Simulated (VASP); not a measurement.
Crystal: Ba4Si.

```
Ba Si
1.0
    -3.96351    3.96351    3.96351
     3.96351   -3.96351    3.96351
     3.96351    3.96351   -3.96351
Ba Si
4 1
Cartesian
  1.9818 1.9818 1.9818
  -1.9818 1.9818 1.9818
  1.9818 1.9818 -1.9818
  1.9818 -1.9818 1.9818
  0.0000 0.0000 0.0000
```

The cell was built by a generator and needn't be a form met in nature.

```yaml
Program: VASP 6.6.1
Task: relaxation of cell and atoms
Functional: PBE
Dispersion: dDsC
Potentials_or_basis: VASP PAW PBE potentials, release 64 (Ba_sv, Si)
Cutoff: 600 eV
k_mesh: 4 × 4 × 4
Occupations: fermi-dirac, width 0.05 eV
Spin: no spin polarisation
```

At the start: pressure -1.3 GPa; volume 49.81 Å³/atom.

Question: How do energy, volume and symmetry change on relaxing?

Answer: Over 3 steps the energy falls by 5.3 meV/atom and the volume is 45.68 Å³/atom (-8.3 %); space group Im-3m (No. 229, to 0.05 Å).

The path:
| step | energy change (eV) | largest force (eV/Å) | pressure (GPa) | volume (Å³) |
| --- | --- | --- | --- | --- |
| 1 | 0.0000 | 0.0000 | -1.33 | 249.06 |
| 2 | -0.0396 | 0.0000 | -0.42 | 234.50 |
| 3 | -0.0265 | 0.0000 | 0.04 | 228.42 |

Final structure:
```yaml
crystal:
  lattice:
    - [-3.85089, 3.85089, 3.85089]
    - [3.85089, -3.85089, 3.85089]
    - [3.85089, 3.85089, -3.85089]
  atoms:
    - { symbol: Ba, position: [0.50000, 0.50000, 0.50000] }
    - { symbol: Ba, position: [0.50000, 0.00000, 0.00000] }
    - { symbol: Ba, position: [0.00000, 0.00000, 0.50000] }
    - { symbol: Ba, position: [0.00000, 0.50000, 0.00000] }
    - { symbol: Si, position: [0.00000, 0.00000, 0.00000] }
```

Caveat: pairwise dispersion overbinds metals, which lowers pressure and volume.
